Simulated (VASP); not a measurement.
Given:

```
RhS
1.0
    0.00000     2.59646     2.59646
    2.59646     0.00000     2.59646
    2.59646     2.59646     0.00000
Rh S
1 1
Direct
  0.00000   0.00000   0.00000
  0.25000   0.25000   0.25000
```

The numbers are results of PBEsol GGA, VASP's PBE PAW potentials (set 64) (plane waves; VASP 6.6.1), not measurements. Settings: 400 eV cut-off, 14×14×14 Γ-centred mesh, tetrahedra with Blöchl corrections, potentials Rh_pv S.

Question: Predict the energy per atom (σ→0), band gap (on the k-mesh) with the smallest direct gap where there is one.

Answer: 
```json
{
 "band gap (on the k-mesh)": "none (metal, semimetal or under 0.01 eV)",
 "energy per atom (σ→0)": "-6.523 eV/atom"
}
```

Total energies compare only between runs with the same potentials, cut-off and functional.

The structure was generated: RhS was put into the zinc blende type (F-43m), which need not be its known phase. It was relaxed first, which changed the volume by -25 %. The electron count is odd and the run is not spin-polarised, which forces a metal.
